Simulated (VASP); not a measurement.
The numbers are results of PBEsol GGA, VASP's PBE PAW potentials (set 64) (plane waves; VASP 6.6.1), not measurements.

A VASP calculation is set up with these files.

**POSCAR**
```
WSe2 monolayer
1
    3.2742070026     0.0000000000     0.0000000000
   -1.6371035012     2.8355461188     0.0000000000
    0.0000000000     0.0000000000    19.7224350998
W Se
1 2
Direct
  0.6666670000   0.3333330000   0.5000000000
  0.3333330000   0.6666670000   0.5864280000
  0.3333330000   0.6666670000   0.4135720000
```

KPOINTS:
```
Automatic mesh
0
G
  12 12 1
```

### INCAR
```
# general
SYSTEM =WSe2 monolayer
PREC   =Normal
ENCUT  =400
LREAL  =.FALSE.
LASPH  =.TRUE.

# electronic loop
EDIFF  =1E-5
NELM   =100
NELMIN =4
ALGO   =Normal
LMAXMIX=6

# smearing
ISMEAR =0
SIGMA  =0.05

# functional
GGA    =PS

# ions
IBRION =2
NSW    =50
ISIF   =4
EDIFFG =-0.03

# output
LWAVE  =.TRUE.
LCHARG =.FALSE.
```

POTCAR, in this order: W_sv Se (PBE.64 set). Program: vasp_std.

Output of the run:

### OSZICAR
```
       N       E                     dE             d eps       ncg     rms          rms(c)
DAV:   1     0.160272703750E+03    0.16027E+03   -0.12519E+04   798   0.102E+03
DAV:   2    -0.117112266782E+02   -0.17198E+03   -0.16931E+03   849   0.246E+02
DAV:   3    -0.240742417595E+02   -0.12363E+02   -0.12332E+02   927   0.671E+01
DAV:   4    -0.242526864087E+02   -0.17844E+00   -0.17817E+00   859   0.891E+00
DAV:   5    -0.242564506060E+02   -0.37642E-02   -0.37609E-02   863   0.130E+00    0.213E+01
DAV:   6    -0.234608461174E+02    0.79560E+00   -0.55644E+00   747   0.163E+01    0.731E+00
DAV:   7    -0.233308774311E+02    0.12997E+00   -0.26413E+00   736   0.834E+00    0.410E+00
DAV:   8    -0.232209157502E+02    0.10996E+00   -0.56694E-01   755   0.498E+00    0.696E-01
DAV:   9    -0.232192218459E+02    0.16939E-02   -0.28350E-02   791   0.105E+00    0.505E-01
DAV:  10    -0.232182043243E+02    0.10175E-02   -0.47625E-03   815   0.554E-01    0.776E-02
DAV:  11    -0.232180809876E+02    0.12334E-03   -0.70526E-04   861   0.170E-01    0.667E-02
DAV:  12    -0.232181445292E+02   -0.63542E-04   -0.22846E-04   828   0.696E-02    0.198E-02
DAV:  13    -0.232182969777E+02   -0.15245E-03   -0.13893E-04   833   0.521E-02    0.249E-02
DAV:  14    -0.232185177753E+02   -0.22080E-03   -0.48939E-05   799   0.303E-02    0.672E-03
DAV:  15    -0.232185658370E+02   -0.48062E-04   -0.34242E-06   519   0.981E-03    0.431E-03
DAV:  16    -0.232186155890E+02   -0.49752E-04   -0.77873E-06   638   0.100E-02    0.407E-03
DAV:  17    -0.232186330190E+02   -0.17430E-04   -0.19747E-06   582   0.463E-03    0.966E-04
DAV:  18    -0.232186393433E+02   -0.63243E-05   -0.10782E-07   341   0.176E-03
   1 F= -.23218639E+02 E0= -.23218639E+02  d E =-.232186E+02
       N       E                     dE             d eps       ncg     rms          rms(c)
DAV:   1    -0.232695866178E+02   -0.50954E-01   -0.19712E+00   654   0.120E+01    0.118E+00
DAV:   2    -0.232410457718E+02    0.28541E-01   -0.19273E-01   822   0.262E+00    0.643E-01
DAV:   3    -0.232326859039E+02    0.83599E-02   -0.40007E-02   711   0.145E+00    0.484E-01
DAV:   4    -0.232296891133E+02    0.29968E-02   -0.90719E-03   858   0.557E-01    0.264E-01
DAV:   5    -0.232293269726E+02    0.36214E-03   -0.16805E-03   831   0.262E-01    0.594E-02
DAV:   6    -0.232294527076E+02   -0.12573E-03   -0.14217E-04   701   0.801E-02    0.350E-02
DAV:   7    -0.232296716092E+02   -0.21890E-03   -0.20988E-04   715   0.682E-02    0.148E-02
DAV:   8    -0.232298568342E+02   -0.18523E-03   -0.46219E-05   687   0.281E-02    0.139E-02
DAV:   9    -0.232300491297E+02   -0.19230E-03   -0.57074E-05   715   0.269E-02    0.276E-03
DAV:  10    -0.232300886214E+02   -0.39492E-04   -0.62507E-06   626   0.873E-03    0.238E-03
DAV:  11    -0.232301152633E+02   -0.26642E-04   -0.86474E-06   635   0.824E-03    0.111E-03
DAV:  12    -0.232301174870E+02   -0.22237E-05   -0.79097E-07   514   0.313E-03
   2 F= -.23230117E+02 E0= -.23230117E+02  d E =-.114781E-01
       N       E                     dE             d eps       ncg     rms          rms(c)
DAV:   1    -0.232356336850E+02   -0.55184E-02   -0.15688E-01   646   0.340E+00    0.337E-01
DAV:   2    -0.232332382210E+02    0.23955E-02   -0.17344E-02   796   0.775E-01    0.190E-01
DAV:   3    -0.232325482195E+02    0.69000E-03   -0.34456E-03   709   0.421E-01    0.138E-01
DAV:   4    -0.232322761533E+02    0.27207E-03   -0.84496E-04   857   0.168E-01    0.762E-02
DAV:   5    -0.232322227101E+02    0.53443E-04   -0.15466E-04   850   0.784E-02    0.169E-02
DAV:   6    -0.232322178701E+02    0.48400E-05   -0.11717E-05   361   0.233E-02
   3 F= -.23232218E+02 E0= -.23232218E+02  d E =-.135785E-01
       N       E                     dE             d eps       ncg     rms          rms(c)
DAV:   1    -0.232322228245E+02   -0.11445E-06   -0.41444E-04   672   0.172E-01    0.173E-02
DAV:   2    -0.232322190954E+02    0.37291E-05   -0.45868E-05   664   0.398E-02    0.100E-02
DAV:   3    -0.232322216796E+02   -0.25842E-05   -0.10145E-05   326   0.244E-02    0.696E-03
DAV:   4    -0.232322269311E+02   -0.52515E-05   -0.37116E-06   326   0.116E-02
   4 F= -.23232227E+02 E0= -.23232227E+02  d E =-.135876E-01
       N       E                     dE             d eps       ncg     rms          rms(c)
DAV:   1    -0.232349359459E+02   -0.27143E-02   -0.10406E-01   646   0.253E+00    0.268E-01
DAV:   2    -0.232336764985E+02    0.12594E-02   -0.10850E-02   702   0.648E-01    0.147E-01
DAV:   3    -0.232333384703E+02    0.33803E-03   -0.89239E-04   656   0.225E-01    0.566E-02
DAV:   4    -0.232332003272E+02    0.13814E-03   -0.39646E-04   840   0.111E-01    0.254E-02
DAV:   5    -0.232331820890E+02    0.18238E-04   -0.32549E-05   777   0.333E-02    0.719E-03
DAV:   6    -0.232331799251E+02    0.21640E-05   -0.54889E-06   325   0.128E-02
   5 F= -.23233180E+02 E0= -.23233180E+02  d E =-.952994E-03
       N       E                     dE             d eps       ncg     rms          rms(c)
DAV:   1    -0.232498188897E+02   -0.16637E-01   -0.93582E-01   646   0.758E+00    0.816E-01
DAV:   2    -0.232386210354E+02    0.11198E-01   -0.99067E-02   710   0.196E+00    0.445E-01
DAV:   3    -0.232356102652E+02    0.30108E-02   -0.81059E-03   654   0.680E-01    0.172E-01
DAV:   4    -0.232344171904E+02    0.11931E-02   -0.35381E-03   837   0.333E-01    0.784E-02
DAV:   5    -0.232342433769E+02    0.17381E-03   -0.29787E-04   825   0.101E-01    0.213E-02
DAV:   6    -0.232341955864E+02    0.47790E-04   -0.53397E-05   824   0.379E-02    0.127E-02
DAV:   7    -0.232341813846E+02    0.14202E-04   -0.36156E-05   757   0.256E-02    0.642E-03
DAV:   8    -0.232342022695E+02   -0.20885E-04   -0.50400E-06   334   0.134E-02    0.395E-03
DAV:   9    -0.232342473088E+02   -0.45039E-04   -0.10667E-05   519   0.119E-02    0.224E-03
DAV:  10    -0.232342656687E+02   -0.18360E-04   -0.10466E-06   485   0.602E-03    0.147E-03
DAV:  11    -0.232342809596E+02   -0.15291E-04   -0.10636E-06   530   0.418E-03    0.618E-04
DAV:  12    -0.232342855648E+02   -0.46052E-05   -0.51065E-07   485   0.222E-03
   6 F= -.23234286E+02 E0= -.23234286E+02  d E =-.205863E-02
```

File OUTCAR:
```
------------------------ aborting loop because EDIFF is reached ----------------------------------------
  FORCE on cell =-STRESS in cart. coord.  units (eV):
  Direction    XX          YY          ZZ          XY          YZ          ZX
  --------------------------------------------------------------------------------------
  Total        0.0203069      0.0203069      0.0012060      0.0000000      0.0000000      0.0000000
  in kB        0.1776852      0.1776851      0.0105522      0.0000000      0.0000000      0.0000000
  external PRESSURE =       0.1219742 kB  Pullay stress =       0.0000000 kB
  volume of cell :      183.11
      direct lattice vectors                 reciprocal lattice vectors
     3.271533909 -0.000000000 -0.000000000     0.305667014  0.176476951  0.000000000
    -1.635766955  2.833231177  0.000000000     0.000000000  0.352953902  0.000000000
    -0.000000000 -0.000000000 19.754677568     0.000000000 -0.000000000  0.050620922
 POSITION                                       TOTAL-FORCE (eV/Angst)
 -----------------------------------------------------------------------------------
      1.63577      0.94441      9.87734        -0.000000     -0.000000      0.000000
     -0.00000      1.88882     11.55255         0.000000      0.000000      0.008061
     -0.00000      1.88882      8.20213         0.000000      0.000000     -0.008061
 -----------------------------------------------------------------------------------
    total drift:                               -0.000778      0.000454      0.000000
  FREE ENERGIE OF THE ION-ELECTRON SYSTEM (eV)
  ---------------------------------------------------
  free  energy   TOTEN  =       -23.2342855648 eV

  energy  without entropy=      -23.2342855648  energy(sigma->0) =      -23.23428556

 reached required accuracy - stopping structural energy minimisation
```
(Selected blocks of OUTCAR.)

### CONTCAR
```
WSe2 monolayer
   1.00000000000000
     3.2715339093678732   -0.0000000000044290   -0.0000000000000000
    -1.6357669545878539    2.8332311771753833    0.0000000000000000
    -0.0000000000000000   -0.0000000000000000   19.7546775677062527
  W               Se
     1     2
Direct
     0.6666669999999968    0.3333330000000032    0.5000000000000000
     0.3333330000000032    0.6666669999999968    0.5848006058692261
     0.3333330000000032    0.6666669999999968    0.4151993941307738
```

### OUTCAR
```
 val. band max:       -1.4968708078   @ k =   0.3333   0.3333   0.0000

 cond. band min:       0.1829058840   @ k =   0.1667   0.1667   0.0000


 Fermi energy:        -1.0904170354

 k-point     1 :       0.0000    0.0000    0.0000
  band No.  band energies     occupation
      1     -75.4481      2.00000
      2     -39.7109      2.00000
      3     -39.5608      2.00000
      4     -39.5608      2.00000
      5     -16.3865      2.00000
      6     -15.0945      2.00000
      7      -7.8061      2.00000
      8      -3.8280      2.00000
      9      -3.8280      2.00000
     10      -3.7501      2.00000
     11      -2.6659      2.00000
     12      -2.6659      2.00000
     13      -1.9156      2.00000
     14       1.5593      0.00000
     15       1.5594      0.00000
     16       1.7476      0.00000
     17       1.7476      0.00000

 k-point     2 :       0.0833   -0.0000    0.0000
  band No.  band energies     occupation
      1     -75.4473      2.00000
      2     -39.7077      2.00000
      3     -39.5777      2.00000
      4     -39.5647      2.00000
      5     -16.2784      2.00000
      6     -15.0402      2.00000
      7      -7.6679      2.00000
      8      -4.1504      2.00000
      9      -3.9824      2.00000
     10      -3.7224      2.00000
     11      -2.8488      2.00000
     12      -2.6385      2.00000
     13      -1.9398      2.00000
     14       1.2656      0.00000
     15       1.3046      0.00000
     16       1.6042      0.00000
     17       1.7459      0.00000

 k-point     3 :       0.1667   -0.0000    0.0000
  band No.  band energies     occupation
      1     -75.4453      2.00000
      2     -39.6988      2.00000
      3     -39.6238      2.00000
      4     -39.5755      2.00000
      5     -15.9682      2.00000
      6     -14.8845      2.00000
      7      -7.2846      2.00000
      8      -4.9246      2.00000
      9      -4.5089      2.00000
     10      -3.4302      2.00000
     11      -3.2755      2.00000
...
```

Unless said otherwise, spin-orbit coupling is left out, though it shifts the bands of the heavy elements here.

The cell is a sheet with vacuum, built from WSe2 (2H layered).
